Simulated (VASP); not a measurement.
Set up this calculation in VASP 6.6.1, as the native input.

| Property | Result |
| --- | --- |
| Task | relaxation of cell and atoms |
| Functional | r2SCAN |
| Potentials or basis | VASP PAW PBE potentials, release 64 (Rh_pv) |
| Cutoff | 600 eV |
| k mesh | 18 × 18 × 18 |
| Occupations | methfessel-paxton, width 0.1 eV |
| Spin | no spin polarisation |
| Further INCAR settings | ALGO = Normal; EDIFF = 1e-07; IBRION = 2; EDIFFG = -0.005; NSW = 60; ISIF = 3 |

The structure of Rh lies in POSCAR:

```
Rh
1.0
    0.0000000000      1.8900000000      1.8900000000
    1.8900000000      0.0000000000      1.8900000000
    1.8900000000      1.8900000000      0.0000000000
Rh
1
Direct
    0.0000000000      0.0000000000      0.0000000000
```

The cell was built by a generator and needn't be a form met in nature.

The input as run:

INCAR

```
SYSTEM = Rh
  ALGO = Normal
  EDIFF = 1E-7
  EDIFFG = -0.005
  ENCUT = 600
  IBRION = 2
  ISIF = 3
  ISMEAR = 1
  LASPH = .TRUE.
  LCHARG = .FALSE.
  LMIXTAU = .TRUE.
  LREAL = .FALSE.
  LWAVE = .FALSE.
  METAGGA = R2SCAN
  NELM = 120
  NSW = 60
  PREC = Accurate
  SIGMA = 0.1
```

KPOINTS

```
k-points
0
G
  18 18 18
  0 0 0
```

Potentials or basis: VASP PAW PBE potentials, release 64 (Rh_pv).

Launch:

```console
$ cat potpaw_PBE.64/Rh_pv/POTCAR > POTCAR
$ mpirun -np 1 vasp_std > vasp.out
```

It gave:

The relaxed volume is 13.77 Å³/atom, the relaxed cell is a = 2.690 Å, b = 2.690 Å, c = 2.690 Å, α = 60.00°, β = 60.00°, γ = 60.00° and the space group after relaxing (to 0.05 Å) is Fm-3m (No. 225). The energy gained by relaxing is 4.7 meV/atom. The ionic steps are 4. The pressure after relaxing is 0.0 GPa and the band gap on the k mesh is none (metal or under the smearing width).

Caveat: the PAW data sets were made with another functional, which shifts forces and pressure a little.

Wall time 2.6 min on 1 thread of Intel(R) Xeon(R) 6975P-C (Granite Rapids), with other jobs on the host, peak memory 0.18 GiB.
